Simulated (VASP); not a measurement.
# Li3Nd (Fm-3m) in VASP: equation of state

How stiff is Li3Nd in PBE, and what volume does it want? The cell is scaled to several volumes.

Program: VASP 6.6.1. These are calculated values, not measurements. Logs are shortened: lines on timing, memory, paths and dates and some standing lists are left out, and cuts for length are marked.

### Step 1. The structure

Symmetry: Fm-3m, No. 225, cubic system. The conventional cell has a = 7.334 Å, b = 7.334 Å, c = 7.334 Å, α = 90.00°, β = 90.00°, γ = 90.00°. Nd (site symmetry m-3m) is surrounded by 8 Li at 3.18 Å. Li (site symmetry m-3m) is surrounded by 8 Li at 3.18 Å. Li (site symmetry -43m) has 4 Nd at 3.18 Å and 4 Li at 3.18 Å as nearest neighbours.

The cell comes from a database or a generator and needn't be the stable form of this composition.

### Step 2. Equation of state, PBE, collinear spin, ferromagnetic start, 23.17 Å³/atom (volume scaled by 0.94)

Input file INCAR:

```
PREC = Accurate
ENCUT = 520
EDIFF = 1E-7
ISMEAR = -1
SIGMA = 0.05
LREAL = F
LASPH = T
NELM = 100
ALGO = Normal
ISIF = 2
LWAVE = F
LCHARG = F
ISPIN = 2
MAGMOM = 3 0 0 0
LORBIT = 11
LMAXMIX = 6
GGA = PE
NBANDS = 24
```

Input file KPOINTS:

```
Automatic mesh
0
Gamma
  6 6 6
```

Input file POSCAR:

```
Li3Nd
1.0
    0.0000000000      3.5921001385      3.5921001385
    3.5921001385      0.0000000000      3.5921001385
    3.5921001385      3.5921001385      0.0000000000
Nd Li
1 3
Direct
    0.0000000000      0.0000000000      0.0000000000
    0.5000000000      0.5000000000      0.5000000000
    0.7500000000      0.7500000000      0.7500000000
    0.2500000000      0.2500000000      0.2500000000
```

Potentials or basis: VASP PAW PBE potentials, release 64 (Nd, Li_sv).

Command:

```console
$ cat potpaw_PBE.64/Nd/POTCAR potpaw_PBE.64/Li_sv/POTCAR > POTCAR
$ mpirun -np 1 vasp_std > vasp.out
```

OUTCAR:

```text
PREC = Accurate
   ENCUT = 520
   EDIFF = 1E-7
   ISMEAR = -1
   LREAL = F
   LASPH = T
   NELM = 100
   ISIF = 2
   ISPIN = 2
   LORBIT = 11
   GGA = PE

 Found     16 irreducible k-points:

 Following reciprocal coordinates:
            Coordinates               Weight
  0.000000  0.000000  0.000000      1.000000
  0.166667  0.000000  0.000000      8.000000
  0.333333  0.000000  0.000000      8.000000
  0.500000  0.000000  0.000000      4.000000
  0.166667  0.166667  0.000000      6.000000
  0.333333  0.166667  0.000000     24.000000
   k-points           NKPTS =     16   k-points in BZ     NKDIM =     16   number of bands    NBANDS=     24
   number of dos      NEDOS =    301   number of ions     NIONS =      4
   total plane-waves  NPLWV =  64000
   dimension x,y,z NGX =    40 NGY =   40 NGZ =   40
   dimension x,y,z NGXF=    80 NGYF=   80 NGZF=   80
   ions per type =               1   3
   NGX,Y,Z   is equivalent  to a cutoff of  13.09, 13.09, 13.09 a.u.
   NGXF,Y,Z  is equivalent  to a cutoff of  26.18, 26.18, 26.18 a.u.
 SYSTEM =  unknown system
   PREC   = accura    normal or accurate (medium, high low for compatibility)
   ISTART =      0    job   : 0-new  1-cont  2-samecut
   ICHARG =      2    charge: 1-file 2-atom 10-const
   ISPIN  =      2    spin polarized calculation?
   LNONCOLLINEAR =      F non collinear calculations
   LSORBIT =      F    spin-orbit coupling
   LASPH  =      T    aspherical Exc in radial PAW
   ENCUT  =  520.0 eV  38.22 Ry    6.18 a.u.   9.45  9.45  9.45*2*pi/ulx,y,z
   NELM   =    100;   NELMIN=  2; NELMDL= -5     # of ELM steps
   EDIFF  = 0.1E-06   stopping-criterion for ELM
   LREAL  =      F    real-space projection
   EDIFFG = 0.1E-05   stopping-criterion for IOM
   NSW    =      0    number of steps for IOM
   IBRION =     -1    ionic relax: 0-MD 1-quasi-New 2-CG
   NFREE  =      0    steps in history (QN), initial steepest desc. (CG)
   ISIF   =      2    stress and relaxation
   ISYM   =      2    0-nonsym 1-usesym 2-fastsym
   POTIM  = 0.5000    time-step for ionic-motion
   TEBEG  =    0.0;   TEEND  =   0.0 temperature during run
   PSTRESS=    0.0 pullay stress
   NELECT =      23.0000    total number of electrons
   NUPDOWN=      -1.0000    fix difference up-down
   EMIN   =  10.00;   EMAX   =-10.00  energy-range for DOS
   EFERMI =   0.00;   METHOD = LEGACY
   ISMEAR =    -1;   SIGMA  =   0.05  broadening in eV -4-tet -1-fermi 0-gaus
   EFERMI_NEDOS =   21; number of points for ismear=-14 and -15
   IALGO  =     38    algorithm
   IMIX   =      4    mixing-type and parameters
     AMIX     =   0.40;   BMIX     =  1.00
     AMIX_MAG =   1.60;   BMIX_MAG =  1.00
  volume/ion in A,a.u.               =      23.17       156.39
  Fermi-wavevector in a.u.,A,eV,Ry     =   1.028709  1.943977 14.398246  1.058241
  Thomas-Fermi vector in A             =   2.162719
   LORBIT       =     11    0 simple, 1 ext, 2 COOP (PROOUT), +10 PAW based schemes
   GGA     = PE    functional components
   LHFCALC =     F    Hartree Fock is set to
   AEXX    =    0.0000 exact exchange contribution
   IVDW    =     0    specifies the selected vdW correction
   LEPSILON=     F    determine dielectric tensor
   LRPA    =     F    only Hartree local field effects (RPA)
 spin polarized calculation
  energy-cutoff  :      520.00
  volume of cell :       92.70
 maximum number of plane-waves:      2523
 NGX is ok and might be reduce to    40
   NGX = 19   NGY = 19   NGZ = 19

 number of electron      22.9999991 magnetization       5.1300282

 Free energy of the ion-electron system (eV)
  ---------------------------------------------------
  ext. energy  EPLUGINS =         0.00000000
  ---------------------------------------------------
  free energy    TOTEN  =       -11.38134574 eV

  energy without entropy =      -11.29059562  energy(sigma->0) =      -11.33597068

 E-fermi :   2.1893     XC(G=0):  -8.1691

 val. band max:        2.1892382216   @ k =   0.5000   0.3333   0.1667
 cond. band min:       2.2014054367   @ k =   0.0000   0.0000   0.0000
 fundamental gap:      0.0121672151
 Fermi energy:         2.1892641844

 spin component 1

 k-point     1 :       0.0000    0.0000    0.0000
  band No.  band energies     occupation
      1     -44.1387      1.00000
      2     -44.1355      1.00000
      3     -43.6525      1.00000
      4     -35.4274      1.00000
      5     -16.6896      1.00000
      6     -16.6896      1.00000
[... 15 lines left out ...]
     22       5.7749      0.00000
     23       5.7749      0.00000

 k-point     2 :       0.1667    0.0000    0.0000
  band No.  band energies     occupation
      1     -44.1386      1.00000
      2     -44.1358      1.00000
      3     -43.6526      1.00000
      4     -35.4273      1.00000
      5     -16.7012      1.00000
      6     -16.6917      1.00000
[... 15 lines left out ...]
     22       6.5485      0.00000
     23       6.5485      0.00000

 k-point     3 :       0.3333    0.0000    0.0000
  band No.  band energies     occupation
      1     -44.1379      1.00000
      2     -44.1363      1.00000
      3     -43.6526      1.00000
      4     -35.4268      1.00000
      5     -16.7240      1.00000
      6     -16.6957      1.00000
[... 15 lines left out ...]
     22       6.4616      0.00000
     23       6.4616      0.00000

 k-point     4 :       0.5000    0.0000    0.0000
  band No.  band energies     occupation
      1     -44.1371      1.00000
      2     -44.1371      1.00000
      3     -43.6526      1.00000
      4     -35.4266      1.00000
      5     -16.7354      1.00000
      6     -16.6977      1.00000
[... 15 lines left out ...]
     22       5.4505      0.00000
     23       5.4505      0.00000

 k-point     5 :       0.1667    0.1667    0.0000
  band No.  band energies     occupation
      1     -44.1385      1.00000
      2     -44.1358      1.00000
      3     -43.6526      1.00000
      4     -35.4272      1.00000
      5     -16.7001      1.00000
      6     -16.6948      1.00000
[... 15 lines left out ...]
     22       6.0299      0.00000
     23       6.7621      0.00000

 k-point     6 :       0.3333    0.1667    0.0000
  band No.  band energies     occupation
      1     -44.1380      1.00000
      2     -44.1362      1.00000
      3     -43.6527      1.00000
      4     -35.4269      1.00000
      5     -16.7173      1.00000
      6     -16.6994      1.00000
[... 15 lines left out ...]
     22       5.8653      0.00000
     23       6.7715      0.00000

 [... further k-points ...]

 spin component 2

 k-point     1 :       0.0000    0.0000    0.0000
  band No.  band energies     occupation
      1     -44.0610      1.00000
      2     -44.0579      1.00000
      3     -43.6335      1.00000
      4     -33.7073      1.00000
      5     -15.3081      1.00000
      6     -15.3081      1.00000
[... 15 lines left out ...]
     22       6.3402      0.00000
     23       6.3402      0.00000

 k-point     2 :       0.1667    0.0000    0.0000
  band No.  band energies     occupation
      1     -44.0608      1.00000
      2     -44.0583      1.00000
      3     -43.6336      1.00000
      4     -33.7071      1.00000
      5     -15.3214      1.00000
      6     -15.3105      1.00000
[... 15 lines left out ...]
     22       7.1484      0.00000
     23       7.1484      0.00000

 k-point     3 :       0.3333    0.0000    0.0000
  band No.  band energies     occupation
      1     -44.0602      1.00000
      2     -44.0587      1.00000
      3     -43.6335      1.00000
      4     -33.7065      1.00000
      5     -15.3472      1.00000
      6     -15.3148      1.00000
[... 15 lines left out ...]
     22       7.3364      0.00000
     23       7.3364      0.00000

 k-point     4 :       0.5000    0.0000    0.0000
  band No.  band energies     occupation
      1     -44.0594      1.00000
      2     -44.0594      1.00000
      3     -43.6336      1.00000
      4     -33.7062      1.00000
      5     -15.3602      1.00000
      6     -15.3171      1.00000
[... 15 lines left out ...]
     22       6.4113      0.00000
     23       6.4113      0.00000

 k-point     5 :       0.1667    0.1667    0.0000
  band No.  band energies     occupation
      1     -44.0608      1.00000
      2     -44.0583      1.00000
      3     -43.6335      1.00000
      4     -33.7070      1.00000
      5     -15.3200      1.00000
      6     -15.3140      1.00000
[... 15 lines left out ...]
     22       6.6625      0.00000
     23       7.4237      0.00000

 k-point     6 :       0.3333    0.1667    0.0000
  band No.  band energies     occupation
      1     -44.0603      1.00000
      2     -44.0586      1.00000
      3     -43.6336      1.00000
      4     -33.7065      1.00000
      5     -15.3396      1.00000
      6     -15.3192      1.00000
[... 15 lines left out ...]
     22       6.7211      0.00000
     23       7.5603      0.00000

 [... further k-points ...]

 [bands above 23 left out]

------------------------ aborting loop because EDIFF is reached ----------------------------------------

  FORCE on cell =-STRESS in cart. coord.  units (eV):
  Direction    XX          YY          ZZ          XY          YZ          ZX
  --------------------------------------------------------------------------------------
  -------------------------------------------------------------------------------------
  Total        1.3015709      1.3015709      1.3015709      0.0000000      0.0000000      0.0000000
  in kB       22.4958857     22.4958857     22.4958857      0.0000000      0.0000000      0.0000000
  external PRESSURE =      22.4958857 kB  Pullay stress =       0.0000000 kB

 VOLUME and BASIS-vectors are now :
 -----------------------------------------------------------------------------
  energy-cutoff  :      520.00
  volume of cell :       92.70
      direct lattice vectors                 reciprocal lattice vectors
     0.000000000  3.592100139  3.592100139    -0.139194338  0.139194338  0.139194338
     3.592100139  0.000000000  3.592100139     0.139194338 -0.139194338  0.139194338
     3.592100139  3.592100139  0.000000000     0.139194338  0.139194338 -0.139194338

 POSITION                                       TOTAL-FORCE (eV/Angst)
 -----------------------------------------------------------------------------------
      0.00000      0.00000      0.00000        -0.000000     -0.000000     -0.000000
      3.59210      3.59210      3.59210        -0.000000     -0.000000     -0.000000
      5.38815      5.38815      5.38815         0.000000      0.000000      0.000000
      1.79605      1.79605      1.79605        -0.000000     -0.000000     -0.000000
 -----------------------------------------------------------------------------------
    total drift:                               -0.000000      0.000000      0.000000

  FREE ENERGIE OF THE ION-ELECTRON SYSTEM (eV)
  ---------------------------------------------------
  free  energy   TOTEN  =       -11.3813457368 eV

  energy  without entropy=      -11.2905956171  energy(sigma->0) =      -11.33597068

 total charge

# of ion       s       p       d       f       tot
--------------------------------------------------
    1        2.008   5.421   0.468   3.310  11.207
    2        2.037   0.045   0.000   0.000   2.082
    3        2.044   0.053   0.000   0.000   2.097
    4        2.044   0.053   0.000   0.000   2.097
--------------------------------------------------
tot          8.132   5.572   0.468   3.310  17.482

 magnetization (x)

# of ion       s       p       d       f       tot
--------------------------------------------------
    1       -0.009  -0.101   0.291   3.302   3.483
    2       -0.002   0.016   0.000   0.000   0.013
    3        0.013   0.021   0.000   0.000   0.034
    4        0.013   0.021   0.000   0.000   0.034
--------------------------------------------------
tot          0.015  -0.043   0.291   3.302   3.565
```

Wall time 3.7 min (1 thread of Intel Xeon Platinum 8375C at 2.90GHz (Ice Lake), shared host); peak memory 0.32 GiB.

Results:

| Property | Result |
| --- | --- |
| Free energy | -11.3813 eV |
| Band gap on the k mesh | none (metal or under the smearing width) |
| Net moment | 5.13 μB per cell |
| Site moments | Nd +3.48; Li +0.01, +0.03 μB |
| Valence electrons inside the program's atomic spheres | Nd 11.21; Li 2.08, 2.10 |

Caveat: the cutoff is under 1.25 times the usual one of these potentials, so pressure, stress and relaxed cells hold a basis-set (Pulay) error; the magnetic or orbital state may not be the lowest; spin-orbit coupling is left out, which moves the levels of the heavy elements; without U or exact exchange the open f shell lies at the Fermi level, which spoils levels, moments and volumes.

### Step 3. Equation of state, PBE, collinear spin, ferromagnetic start, 23.67 Å³/atom (volume scaled by 0.96)

Input file INCAR:

```
SYSTEM = Li3Nd
PREC = Accurate
ENCUT = 520
EDIFF = 1E-7
ISMEAR = -1
SIGMA = 0.05
LREAL = .False.
LASPH = .True.
NELM = 150
ALGO = Normal
ISIF = 2
LWAVE = .False.
LCHARG = .False.
ISPIN = 2
MAGMOM = 3 0 0 0
LORBIT = 11
LMAXMIX = 6
GGA = PE
NBANDS = 24
```

Input file KPOINTS:

```
regular mesh
0
Gamma
  6 6 6
  0 0 0
```

Input file POSCAR:

```
Li3Nd
1.0
    0.0000000000      3.6173974518      3.6173974518
    3.6173974518      0.0000000000      3.6173974518
    3.6173974518      3.6173974518      0.0000000000
Nd Li
1 3
Direct
    0.0000000000      0.0000000000      0.0000000000
    0.5000000000      0.5000000000      0.5000000000
    0.7500000000      0.7500000000      0.7500000000
    0.2500000000      0.2500000000      0.2500000000
```

Potentials or basis: VASP PAW PBE potentials, release 64 (Nd, Li_sv).

Command:

```console
$ cat potpaw_PBE.64/Nd/POTCAR potpaw_PBE.64/Li_sv/POTCAR > POTCAR
$ mpirun -np 1 vasp_std > vasp.out
```

Run time: 3.9 min. Hardware: 1 thread of Intel Xeon Platinum 8375C at 2.90GHz (Ice Lake), shared host; peak memory 0.32 GiB.

The run converged. Its results:

| Property | Result |
| --- | --- |
| Free energy | -11.4080 eV |
| Band gap on the k mesh | none (metal or under the smearing width) |
| Net moment | 5.04 μB per cell |
| Site moments | Nd +3.47; Li +0.01, +0.03 μB |
| Valence electrons inside the program's atomic spheres | Nd 11.20; Li 2.08, 2.09 |

Caveat: the cutoff is under 1.25 times the usual one of these potentials, so pressure, stress and relaxed cells hold a basis-set (Pulay) error; the magnetic or orbital state may not be the lowest; spin-orbit coupling is left out, which moves the levels of the heavy elements; without U or exact exchange the open f shell lies at the Fermi level, which spoils levels, moments and volumes.

### Step 4. Equation of state, PBE, collinear spin, ferromagnetic start, 24.16 Å³/atom (volume scaled by 0.98)

Input file INCAR:

```
PREC = Accurate ; ENCUT = 520
EDIFF = 1E-7 ; ISMEAR = -1
SIGMA = 0.05 ; LREAL = F
LASPH = T ; NELM = 150
ALGO = Normal ; ISIF = 2
LWAVE = F ; LCHARG = F
ISPIN = 2 ; MAGMOM = 3 0 0 0
LORBIT = 11 ; LMAXMIX = 6
GGA = PE ; NBANDS = 24
```

Input file KPOINTS:

```
Automatic mesh
0
Gamma
  6 6 6
```

Input file POSCAR:

```
Li3Nd
1.0
    0.0000000000      3.6423458088      3.6423458088
    3.6423458088      0.0000000000      3.6423458088
    3.6423458088      3.6423458088      0.0000000000
Nd Li
1 3
Direct
    0.0000000000      0.0000000000      0.0000000000
    0.5000000000      0.5000000000      0.5000000000
    0.7500000000      0.7500000000      0.7500000000
    0.2500000000      0.2500000000      0.2500000000
```

Potentials or basis: VASP PAW PBE potentials, release 64 (Nd, Li_sv).

Command:

```console
$ cat potpaw_PBE.64/Nd/POTCAR potpaw_PBE.64/Li_sv/POTCAR > POTCAR
$ mpirun -np 1 vasp_std > vasp.out
```

OUTCAR:

```text
PREC = Accurate
   ENCUT = 520
   EDIFF = 1E-7
   ISMEAR = -1
   LREAL = F
   LASPH = T
   NELM = 150
   ISIF = 2
   ISPIN = 2
   LORBIT = 11
   GGA = PE

 Found     16 irreducible k-points:

 Following reciprocal coordinates:
            Coordinates               Weight
  0.000000  0.000000  0.000000      1.000000
  0.166667  0.000000  0.000000      8.000000
  0.333333  0.000000  0.000000      8.000000
  0.500000  0.000000  0.000000      4.000000
[... 413 lines left out ...]
     0.000000000  3.642345809  3.642345809    -0.137274171  0.137274171  0.137274171
     3.642345809  0.000000000  3.642345809     0.137274171 -0.137274171  0.137274171
     3.642345809  3.642345809  0.000000000     0.137274171  0.137274171 -0.137274171

 POSITION                                       TOTAL-FORCE (eV/Angst)
 -----------------------------------------------------------------------------------
      0.00000      0.00000      0.00000         0.000000      0.000000     -0.000000
      3.64235      3.64235      3.64235         0.000000      0.000000     -0.000000
      5.46352      5.46352      5.46352        -0.000000     -0.000000     -0.000000
      1.82117      1.82117      1.82117         0.000000      0.000000      0.000000
 -----------------------------------------------------------------------------------
    total drift:                               -0.000000      0.000000      0.000000

  FREE ENERGIE OF THE ION-ELECTRON SYSTEM (eV)
  ---------------------------------------------------
  free  energy   TOTEN  =       -11.4299723764 eV

  energy  without entropy=      -11.3325250165  energy(sigma->0) =      -11.38124870

 total charge

# of ion       s       p       d       f       tot
--------------------------------------------------
    1        2.007   5.429   0.444   3.322  11.202
    2        2.035   0.043   0.000   0.000   2.078
    3        2.043   0.049   0.000   0.000   2.092
    4        2.043   0.049   0.000   0.000   2.092
--------------------------------------------------
tot          8.129   5.569   0.444   3.322  17.464

 magnetization (x)

# of ion       s       p       d       f       tot
--------------------------------------------------
    1       -0.009  -0.107   0.256   3.314   3.454
    2       -0.002   0.012   0.000   0.000   0.010
    3        0.010   0.017   0.000   0.000   0.027
    4        0.010   0.017   0.000   0.000   0.027
--------------------------------------------------
tot          0.009  -0.060   0.256   3.314   3.519
```

OSZICAR:

```text
N       E                     dE             d eps       ncg     rms          rms(c)
DAV:   1     0.175016933083E+03    0.17502E+03   -0.89360E+03  1784   0.164E+03
DAV:   2     0.208172470538E+02   -0.15420E+03   -0.14450E+03  2480   0.345E+02
DAV:   3    -0.643873546978E+01   -0.27256E+02   -0.26417E+02  2696   0.124E+02
[... 27 lines left out ...]
DAV:  31    -0.114299702854E+02    0.15647E-05   -0.16843E-06  2296   0.851E-03    0.311E-02
DAV:  32    -0.114299709668E+02   -0.68142E-06   -0.78887E-07  2328   0.116E-02    0.652E-03
DAV:  33    -0.114299721349E+02   -0.11681E-05   -0.15110E-07  1728   0.419E-03    0.689E-03
DAV:  34    -0.114299723464E+02   -0.21151E-06   -0.37617E-08  1136   0.349E-03    0.394E-03
DAV:  35    -0.114299723764E+02   -0.29961E-07   -0.21285E-08  1080   0.257E-03
   1 F= -.11429972E+02 E0= -.11381249E+02  d E =-.974474E-01  mag=     4.8993
```

Wall time 4.2 min (1 thread of Intel Xeon Platinum 8375C at 2.90GHz (Ice Lake), shared host); peak memory 0.31 GiB.

Results:

```yaml
Free_energy: -11.4300 eV
Band_gap_on_the_k_mesh: none (metal or under the smearing width)
Net_moment: 4.90 μB per cell
Site_moments: Nd +3.45; Li +0.01, +0.03 μB
Valence_electrons_inside_the_program's_atomic_spheres: Nd 11.20; Li 2.08, 2.09
```

Caveat: the cutoff is under 1.25 times the usual one of these potentials, so pressure, stress and relaxed cells hold a basis-set (Pulay) error; the magnetic or orbital state may not be the lowest; spin-orbit coupling is left out, which moves the levels of the heavy elements; without U or exact exchange the open f shell lies at the Fermi level, which spoils levels, moments and volumes.

(Continued in part 2 of 2.)
